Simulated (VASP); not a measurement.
Input:

```
Ta2Si
1.0
    7.03722     0.00000     0.00000
   -3.51861     6.09441     0.00000
    0.00000     0.00000     3.35620
Ta Si
6 3
Direct
  0.26286   0.00000   0.00000
  0.00000   0.26286   0.00000
  0.73714   0.73714   0.00000
  0.59943   0.00000   0.50000
  0.00000   0.59943   0.50000
  0.40057   0.40057   0.50000
  0.00000   0.00000   0.50000
  0.33333   0.66667   0.00000
  0.66667   0.33333   0.00000
```

Method: PBEsol GGA, VASP's PBE PAW potentials (set 64) (plane waves; VASP 6.6.1). Settings: 400 eV cut-off, 6×6×10 Γ-centred mesh, tetrahedra with Blöchl corrections, potentials Ta_pv Si.

For a metal the tetrahedron method with Blöchl corrections gives inexact stress and forces.

**Question.** Which forces act on the atoms, in eV/Å?

**Answer.** 
```tsv
atom	Fx	Fy	Fz
Ta1	0.015	0.000	0.000
Ta2	-0.007	0.013	0.000
Ta3	-0.007	-0.013	0.000
Ta4	-0.076	0.000	0.000
Ta5	0.038	-0.066	0.000
Ta6	0.038	0.066	0.000
Si7	0.000	0.000	0.000
Si8	0.000	0.000	0.000
Si9	0.000	0.000	0.000
```

**Question.** Give the stress tensor in GPa (positive for a compressed cell).

**Answer.** 
```
-0.24   0.00   0.00
 0.00  -0.24   0.00
 0.00   0.00   0.17
```
The pressure is its mean diagonal, -0.10 GPa.

The structure was generated: Ta2Si was put into the Fe2P type (P-62m), which need not be its known phase. It was relaxed first, which changed the volume by -9 %.
